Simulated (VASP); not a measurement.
**Ge3B2C3: relaxation of cell and atoms with PBE**

Crystal: Ge3B2C3.

```xyz
8
Lattice="3.1384 0.0000 0.0000 -1.5692 2.7179 0.0000 0.0000 0.0000 10.5135" Properties=species:S:1:pos:R:3 pbc="T T T"
Ge    1.5692    0.9060    2.6302
Ge    0.0000    1.8120    5.3392
Ge    0.0000    1.8120   10.4559
B     1.5692    0.9060    7.7120
B     1.5692    0.9060    9.4113
C     0.0000    1.8120    7.3507
C     0.0000    1.8120    1.9065
C     1.5692    0.9060    4.6055
```

The cell was built by a generator and needn't be a form met in nature.

```json
{"Program": "VASP 6.6.1", "Task": "relaxation of cell and atoms", "Functional": "PBE", "Potentials or basis": "VASP PAW PBE potentials, release 64 (Ge_d, B, C)", "Cutoff": "520 eV", "k mesh": "12 × 12 × 4", "Occupations": "gaussian, width 0.1 eV", "Spin": "no spin polarisation", "Further INCAR settings": "ALGO = Normal; EDIFF = 1e-07; IBRION = 2; POTIM = 0.3; EDIFFG = -0.005; NSW = 60; ISIF = 3"}
```

| Item | Value |
| --- | --- |
| Energy gained by relaxing | 0.0 meV/atom |
| Ionic steps | 2 |
| Pressure after relaxing | 0.0 GPa |
| Band gap on the k mesh | none (metal or under the smearing width) |

Forces on the atoms (eV/Å):
```
Ge   0.000  0.000 -0.003
Ge   0.000  0.000  0.001
Ge   0.000  0.000 -0.001
B    0.000  0.000 -0.001
B    0.000  0.000  0.003
C    0.000  0.000  0.001
C    0.000  0.000  0.000
C    0.000  0.000  0.001
```

Final structure:
```
CELL_PARAMETERS angstrom
3.13865 0.00000 0.00000
-1.56933 2.71815 0.00000
0.00000 0.00000 10.51265
ATOMIC_POSITIONS crystal
Ge 0.66667 0.33333 0.25018
Ge 0.33333 0.66667 0.50786
Ge 0.33333 0.66667 0.99454
B 0.66667 0.33333 0.73352
B 0.66667 0.33333 0.89517
C 0.33333 0.66667 0.69916
C 0.33333 0.66667 0.18132
C 0.66667 0.33333 0.43804
```

Levels at points of the mesh, in eV from the Fermi level:
```csv
k point,band 28,band 29,band 30,band 31,band 32,band 33
"(0.00, 0.00, 0.00)",0.11,1.23,2.68,2.68,3.90,4.31
"(0.50, 0.00, 0.00)",-2.01,-1.70,-1.19,0.45,2.81,3.42
"(0.00, 0.00, 0.50)",0.19,0.19,2.65,2.65,4.16,4.60
"(0.50, 0.00, 0.50)",-2.10,-1.51,-1.21,0.35,2.96,3.27
```

Run time: 68 s on 4 MPI ranks on Intel(R) Xeon(R) Platinum 8559C (Emerald Rapids) (shared host), peak memory 0.33 GiB a rank.
